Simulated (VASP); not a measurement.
Input for VASP

**INCAR**
```
# general
SYSTEM =GaAs
PREC   =Accurate
ENCUT  =400   # plane-wave cut-off (eV)
LREAL  =.FALSE.
LASPH  =.TRUE.

# electronic loop
EDIFF  =1E-6   # SCF stop (eV)
NELM   =100   # most electronic steps
ALGO   =Normal   # blocked Davidson
LMAXMIX=4

# smearing
ISMEAR =1   # Methfessel-Paxton
SIGMA  =0.1

# functional
GGA    =PS   # PBEsol

# ions
IBRION =2
NSW    =60   # most ionic steps
ISIF   =3
EDIFFG =-0.01   # ionic stop

# output
LWAVE  =.FALSE.
LCHARG =.FALSE.
```

KPOINTS:
```
Automatic mesh
0
Gamma
10 10 5
0 0 0
```

POSCAR:
```
GaAs
1
    3.6770204937     0.0000000000     0.0000000000
   -1.8385102469     3.1843933312    -0.0000000000
    0.0000000000     0.0000000000     6.4305662137
Ga As
2 2
Direct
  0.0000000000   0.0000000000   0.0000000000
  0.0000000000   0.0000000000   0.5000000000
  0.3333330000   0.6666670000   0.2500000000
  0.6666670000   0.3333330000   0.7500000000
```

POTCAR, in this order: Ga_d As (PBE.64 set). Program: vasp_std.

Translate this PBEsol calculation to Ansatz.

One equivalent input (not run):
Ansatz 0.2 input:
```yaml
crystal:
  lattice:
    - [3.6770205, 0.0000000, 0.0000000]
    - [-1.8385102, 3.1843933, 0.0000000]
    - [0.0000000, 0.0000000, 6.4305662]
  atoms:
    - { symbol: Ga, position: [0.0000000, 0.0000000, 0.0000000] }
    - { symbol: Ga, position: [0.0000000, 0.0000000, 0.5000000] }
    - { symbol: As, position: [0.3333330, 0.6666670, 0.2500000] }
    - { symbol: As, position: [0.6666670, 0.3333330, 0.7500000] }
kpoints:
  mp_grid: { grid: [10, 10, 5] }
hamiltonian:
  xc: pbesol
  pseudopotentials: { kind: paw }
scf:
  occupations: { method: methfessel_paxton, width: 0.1 }
  max_iter: 100
relax:
  max_steps: 60
  f_tol: 0.01
  cell: {}
output: { forces: true, stress: true, eigenvalues: true }
```
The two are equivalent in intent, not identical: each code has its own PAW files, so the cut-off isn't converted (ENCUT is set for VASP's; basis.ecutwfc is left out, and Ansatz then takes the one that its files recommend); Ansatz stops its SCF on the density residual and VASP on the energy change (EDIFF).

The structure was generated: GaAs was put into the NiAs type type (P6_3/mmc), which need not be its known phase. This run relaxes it. Symmetry was kept, so distortions that lower it aren't found. The start is the result of an earlier pass.
